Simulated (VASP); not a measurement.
Output of a VASP run:

OSZICAR:
```
       N       E                     dE             d eps       ncg     rms          rms(c)
DAV:   1     0.146549340323E+03    0.14655E+03   -0.15730E+04   730   0.438E+03
DAV:   2    -0.832016024074E+01   -0.15487E+03   -0.15226E+03   720   0.547E+02
DAV:   3    -0.289635288686E+02   -0.20643E+02   -0.20486E+02   796   0.150E+02
DAV:   4    -0.295867156633E+02   -0.62319E+00   -0.62053E+00   824   0.298E+01
DAV:   5    -0.295972224119E+02   -0.10507E-01   -0.10504E-01   810   0.403E+00    0.340E+00
DAV:   6    -0.269031906715E+02    0.26940E+01   -0.38271E-01   864   0.121E+01    0.197E+00
DAV:   7    -0.271602637829E+02   -0.25707E+00   -0.38370E-01   892   0.923E+00    0.348E-01
DAV:   8    -0.269007536004E+02    0.25951E+00   -0.12413E-01   820   0.530E+00    0.125E-01
DAV:   9    -0.268944922806E+02    0.62613E-02   -0.11172E-02   728   0.108E+00    0.100E-01
DAV:  10    -0.268004231625E+02    0.94069E-01   -0.69637E-02   724   0.289E+00    0.129E-01
DAV:  11    -0.268959985184E+02   -0.95575E-01   -0.61323E-02   720   0.192E+00    0.288E-02
DAV:  12    -0.268963824304E+02   -0.38391E-03   -0.95396E-04   772   0.298E-01    0.204E-02
DAV:  13    -0.268964676065E+02   -0.85176E-04   -0.10687E-04   774   0.966E-02    0.134E-02
DAV:  14    -0.268965496906E+02   -0.82084E-04   -0.71595E-05   732   0.126E-01    0.648E-03
DAV:  15    -0.268965617971E+02   -0.12107E-04   -0.25543E-05   792   0.663E-02    0.242E-03
DAV:  16    -0.268965652519E+02   -0.34547E-05   -0.38937E-06   592   0.222E-02    0.193E-03
DAV:  17    -0.268965654039E+02   -0.15198E-06   -0.21957E-07   394   0.677E-03
   1 F= -.26896565E+02 E0= -.26896565E+02  d E =-.268966E+02
       N       E                     dE             d eps       ncg     rms          rms(c)
DAV:   1    -0.269045340480E+02   -0.79688E-02   -0.11062E-01   952   0.706E+00    0.529E-01
DAV:   2    -0.268987215575E+02    0.58125E-02   -0.76445E-03   932   0.186E+00    0.268E-01
DAV:   3    -0.268967269780E+02    0.19946E-02   -0.32296E-03   950   0.109E+00    0.627E-02
DAV:   4    -0.268965554914E+02    0.17149E-03   -0.30931E-04   912   0.345E-01    0.218E-02
DAV:   5    -0.268965401762E+02    0.15315E-04   -0.93856E-05   800   0.118E-01    0.681E-03
DAV:   6    -0.268965744473E+02   -0.34271E-04   -0.97483E-05   840   0.116E-01    0.441E-03
DAV:   7    -0.268966370641E+02   -0.62617E-04   -0.26700E-05   720   0.559E-02    0.146E-03
DAV:   8    -0.268966371834E+02   -0.11924E-06   -0.40480E-07   490   0.800E-03
   2 F= -.26896637E+02 E0= -.26896637E+02  d E =-.717795E-04
       N       E                     dE             d eps       ncg     rms          rms(c)
DAV:   1    -0.268978331902E+02   -0.11961E-02   -0.16149E-02   952   0.272E+00    0.201E-01
DAV:   2    -0.268969765913E+02    0.85660E-03   -0.10957E-03   930   0.700E-01    0.102E-01
DAV:   3    -0.268966760026E+02    0.30059E-03   -0.47365E-04   950   0.416E-01    0.236E-02
DAV:   4    -0.268966603450E+02    0.15658E-04   -0.43791E-05   912   0.130E-01    0.829E-03
DAV:   5    -0.268966625723E+02   -0.22274E-05   -0.11580E-05   600   0.415E-02    0.264E-03
DAV:   6    -0.268966676834E+02   -0.51111E-05   -0.11664E-05   560   0.410E-02    0.181E-03
DAV:   7    -0.268966763830E+02   -0.86996E-05   -0.31653E-06   560   0.198E-02    0.632E-04
DAV:   8    -0.268966768993E+02   -0.51635E-06   -0.44201E-08   360   0.305E-03
   3 F= -.26896677E+02 E0= -.26896677E+02  d E =-.111495E-03
```

File OUTCAR:
```
------------------------ aborting loop because EDIFF is reached ----------------------------------------
  FORCE on cell =-STRESS in cart. coord.  units (eV):
  Direction    XX          YY          ZZ          XY          YZ          ZX
  --------------------------------------------------------------------------------------
  Total        0.0085460      0.0085460      0.0085460      0.0000000      0.0000000      0.0000000
  in kB        0.3033394      0.3033394      0.3033394      0.0000000      0.0000000      0.0000000
  external PRESSURE =       0.3033394 kB  Pullay stress =       0.0000000 kB
  volume of cell :       45.14
      direct lattice vectors                 reciprocal lattice vectors
    -0.000000000  2.825995766  2.825995766    -0.176928786  0.176928786  0.176928786
     2.825995766  0.000000000  2.825995766     0.176928786 -0.176928786  0.176928786
     2.825995766  2.825995766  0.000000000     0.176928786  0.176928786 -0.176928786
 POSITION                                       TOTAL-FORCE (eV/Angst)
 -----------------------------------------------------------------------------------
      0.00000      0.00000      0.00000        -0.000000     -0.000000     -0.000000
      1.41300      1.41300      1.41300         0.000000      0.000000      0.000000
 -----------------------------------------------------------------------------------
    total drift:                                0.000000     -0.000000      0.000000
  FREE ENERGIE OF THE ION-ELECTRON SYSTEM (eV)
  ---------------------------------------------------
  free  energy   TOTEN  =       -26.8966768993 eV

  energy  without entropy=      -26.8966768993  energy(sigma->0) =      -26.89667690

 reached required accuracy - stopping structural energy minimisation
```
(Selected blocks of OUTCAR.)

### POSCAR
```
Ge
1
    0.0000000000     2.8290000000     2.8290000000
    2.8290000000     0.0000000000     2.8290000000
    2.8290000000     2.8290000000     0.0000000000
Ge
2
Direct
  0.0000000000   0.0000000000   0.0000000000
  0.2500000000   0.2500000000   0.2500000000
```

Q: Reconstruct the remaining input files.

A: One answer among several that fit: the input of the run itself, r2SCAN+rVV10, plane waves, VASP's PBE PAW potentials (set 64).

KPOINTS:
```
Automatic mesh
0
Gamma
7 7 7
0 0 0
```

INCAR:
```
! general
SYSTEM  =Ge
PREC    =Accurate
ENCUT   =520   ! plane-wave cut-off (eV)
LREAL   =.FALSE.
LASPH   =.TRUE.   ! aspherical one-centre terms

! electronic loop
EDIFF   =1E-6   ! SCF stop (eV)
NELM    =100   ! most electronic steps
ALGO    =Normal
LMAXMIX =4
LMIXTAU =.TRUE.

! smearing
ISMEAR  =0
SIGMA   =0.05   ! width (eV)

! functional
METAGGA =R2SCAN
LUSE_VDW=.TRUE.
BPARAM  =11.95
CPARAM  =0.0093

! ions
IBRION  =2   ! conjugate gradients
NSW     =60   ! most ionic steps
ISIF    =3   ! ions, shape and volume
EDIFFG  =-0.01

! output
LWAVE   =.FALSE.
LCHARG  =.FALSE.
```

POTCAR, in this order: Ge_d (PBE.64 set). Program: vasp_std.

The compound is Ge in the diamond structure. This run relaxes it. Symmetry was kept, so distortions that lower it aren't found.
